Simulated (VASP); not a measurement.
Level of theory: PBEsol GGA with spin-orbit coupling, VASP's PBE PAW potentials (set 64) (plane waves; VASP).

Input for VASP

### KPOINTS_OPT
```
k-points along high-symmetry lines
5
Line-mode
Reciprocal
  0.000000   0.000000   0.000000 ! GAMMA
  0.000000   0.500000   0.000000 ! X

  0.000000   0.500000   0.000000 ! X
  0.500000   0.500000   0.000000 ! M

  0.500000   0.500000   0.000000 ! M
  0.000000   0.000000   0.000000 ! GAMMA

  0.000000   0.000000   0.000000 ! GAMMA
  0.000000   0.000000   0.500000 ! Z

  0.000000   0.000000   0.500000 ! Z
  0.000000   0.500000   0.500000 ! R

  0.000000   0.500000   0.500000 ! R
  0.500000   0.500000   0.500000 ! A

  0.500000   0.500000   0.500000 ! A
  0.000000   0.000000   0.500000 ! Z

  0.000000   0.500000   0.000000 ! X
  0.000000   0.500000   0.500000 ! R

  0.500000   0.500000   0.000000 ! M
  0.500000   0.500000   0.500000 ! A
```

KPOINTS:
```
Automatic mesh
0
G
  4 4 6
```

INCAR:
```
LSORBIT = T
GGA_COMPAT = F
LMAXMIX = 4   ! l cut-off of mixed one-centre charges
NELM = 100
ISMEAR = 0   ! Gaussian
PREC = Accurate
EDIFF = 1E-6   ! SCF stop (eV)
LASPH = T
SIGMA = 0.05   ! width (eV)
LREAL = F
ALGO = Normal   ! blocked Davidson
MAGMOM = 0 0 0 0 0 0 0 0 0 0 0 0 0 0 0 0 0 0
ENCUT = 520   ! plane-wave cut-off (eV)
GGA = PS   ! PBEsol
LCHARG = F
LWAVE = F
SYSTEM = ZnF2
```

**POSCAR**
```
ZnF2
4.7200630
  1.0000000766   0.0000000000   0.0000000000
  0.0000000000   1.0000000766   0.0000000000
  0.0000000000   0.0000000000   0.6652650110
Zn F
2 4
Cart
  0.0000000000   0.0000000000   0.0000000000
  0.5000000383   0.5000000383   0.3326325055
  0.3035869888   0.3035869888   0.0000000000
  0.8035870270   0.1964130495   0.3326325055
  0.1964130495   0.8035870270   0.3326325055
  0.6964130878   0.6964130878   0.0000000000
```

POTCAR, in this order: Zn F (PBE.64 set). Program: vasp_ncl.

Problem. What does the run give for the energy per atom (σ→0), band gap (over mesh and band path)?

Solution. 
| Property | Value |
|---|---|
| energy per atom (σ→0) | -4.120 eV/atom |
| band gap (over mesh and band path) | 3.34 eV |

**OSZICAR**
```
...
DAV:  13    -0.247206299331E+02    0.40749E-04   -0.22939E-04  3710   0.450E-01    0.945E-02
DAV:  14    -0.247205061329E+02    0.12380E-03   -0.85844E-04  4972   0.888E-01    0.168E-02
DAV:  15    -0.247205258614E+02   -0.19728E-04   -0.25001E-04  3722   0.203E-01    0.142E-02
DAV:  16    -0.247205237071E+02    0.21542E-05   -0.99796E-06  4298   0.585E-02    0.742E-03
DAV:  17    -0.247205234128E+02    0.29432E-06   -0.54188E-06  2918   0.191E-02
   1 F= -.24720523E+02 E0= -.24720523E+02  d E =-.161486E-14  mag=     0.0000    -0.0000    -0.0000
       N       E                     dE             ncg
       N       E                     dE             ncg
```

The compound is ZnF2 in the rutile structure. It was relaxed first.
